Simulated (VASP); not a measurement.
The input files of a VASP run:

**INCAR**
```
SYSTEM = GeF2
PREC = Accurate
ENCUT = 520
EDIFF = 1E-6
NELM = 100
ALGO = Normal
LREAL = .FALSE.
LASPH = .TRUE.
ISMEAR = 0
SIGMA = 0.05
GGA = PE
LMAXMIX = 4
LWAVE = .FALSE.
LCHARG = .FALSE.
ISIF = 2
```

POSCAR:
```
GeF2
1
    1.5421380000     0.8903540000     4.6753320000
   -1.5421380000     0.8903540000     4.6753320000
    0.0000000000    -1.7807070000     4.6753320000
Ge F
1 2
Direct
  0.0000000000   0.0000000000   0.0000000000
  0.2520000000   0.2520000000   0.2520000000
  0.7480000000   0.7480000000   0.7480000000
```

**KPOINTS**
```
Automatic mesh
0
Gamma
6 6 6
0 0 0
```

POTCAR, in this order: Ge_d F (PBE.64 set). Program: vasp_gam.

Problem. Does this input run properly? What does VASP do?

Solution. There is a fault: the Γ-only program was given a k-mesh. VASP stops with an error: You are using the Gamma-point-only version with more than one k-point or some other non-Gamma k-point. ----> I REFUSE TO CONTINUE WITH THIS SICK JOB ... BYE!!! <----

File standard output:
```
 POSCAR found type information on POSCAR GeF
 POSCAR found :  2 types and       3 ions
 Reading from existing POTCAR
 Reading from existing POTCAR
 LDA part: xc-table for (Slater+PW92), standard interpolation

 -----------------------------------------------------------------------------
|                                                                             |
|     EEEEEEE  RRRRRR   RRRRRR   OOOOOOO  RRRRRR      ###     ###     ###     |
|     E        R     R  R     R  O     O  R     R     ###     ###     ###     |
|     E        R     R  R     R  O     O  R     R     ###     ###     ###     |
|     EEEEE    RRRRRR   RRRRRR   O     O  RRRRRR       #       #       #      |
|     E        R   R    R   R    O     O  R   R                               |
|     E        R    R   R    R   O     O  R    R      ###     ###     ###     |
|     EEEEEEE  R     R  R     R  OOOOOOO  R     R     ###     ###     ###     |
|                                                                             |
|     You are using the Gamma-point-only version with more than one           |
|     k-point or some other non-Gamma k-point.                                |
|                                                                             |
|       ---->  I REFUSE TO CONTINUE WITH THIS SICK JOB ... BYE!!! <----       |
|                                                                             |
 -----------------------------------------------------------------------------
```

To mend it, run vasp_std.

The mended run (PBE GGA, plane waves, VASP's PBE PAW potentials (set 64)) converges, and its OSZICAR ends with
```
   1 F= -.12631289E+02 E0= -.12631289E+02  d E =-.115836E-10
```

The structure was generated: GeF2 was put into the CdCl2 type (R-3m), which need not be its known phase. The cell was not relaxed at this level.
